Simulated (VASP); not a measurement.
Input:

```
BeBr2
1.0
   -2.86582     5.29032     2.76220
    2.86582    -5.29032     2.76220
    2.86582     5.29032    -2.76220
Be Br
2 4
Direct
  0.25000   0.25000   0.00000
  0.75000   0.75000   0.00000
  0.11313   0.20896   0.32209
  0.88687   0.79104   0.67791
  0.38687   0.70896   0.09584
  0.61313   0.29104   0.90416
```

Computed with PBEsol GGA, VASP's PBE PAW potentials (set 64) (plane waves; VASP). Settings: 400 eV cut-off, Gaussian smearing of 0.050 eV, potentials Be Br.

Without a dispersion term in the relaxation, distances and binding between the weakly bound layers, chains or molecules are unreliable, and so is what depends on them.

**Question.** Give the energies of bands 6 to 19 at the high-symmetry points, in eV from the valence-band maximum.

**Answer.** 
```
band      Γ      X     F0     Λ0      R      W      S      T
----  -----  -----  -----  -----  -----  -----  -----  -----
6     -3.61  -3.78  -3.70  -3.75  -4.05  -4.02  -3.90  -3.61
7     -3.37  -3.13  -3.40  -2.87  -3.05  -3.14  -2.86  -3.42
8     -2.42  -2.00  -2.17  -2.65  -3.05  -3.14  -2.86  -2.36
9     -2.14  -1.95  -2.06  -2.60  -1.83  -1.75  -1.97  -2.08
10    -1.98  -1.64  -1.80  -1.64  -1.83  -1.75  -1.97  -2.03
11    -1.81  -1.58  -1.70  -1.36  -1.24  -1.20  -1.37  -1.66
12    -1.61  -1.57  -1.63  -1.29  -1.24  -1.20  -1.37  -1.36
13    -0.50  -1.33  -1.03  -0.94  -0.49  -0.53  -0.86  -0.96
14    -0.34  -0.78  -0.81  -0.69  -0.49  -0.53  -0.86  -0.79
15    -0.27  -0.59  -0.55  -0.41  -0.33  -0.37  -0.25  -0.54
16    -0.23  -0.20  -0.02  -0.28  -0.33  -0.37  -0.25  -0.02
17     5.16   5.64   5.94   5.72   6.22   6.45   6.28   6.51
18     5.44   6.12   6.62   6.68   6.22   6.45   6.28   6.64
19     6.87   6.14   6.65   6.75   6.91   6.65   7.51   6.91
```

The gap is indirect, 5.16 eV, from the valence maximum at Σ0-Γ at 0.14 to the conduction minimum at Γ.

The structure comes from a computed database's BeBr2 entry (Ibam); how it stands against other phases isn't given here. It was relaxed first.
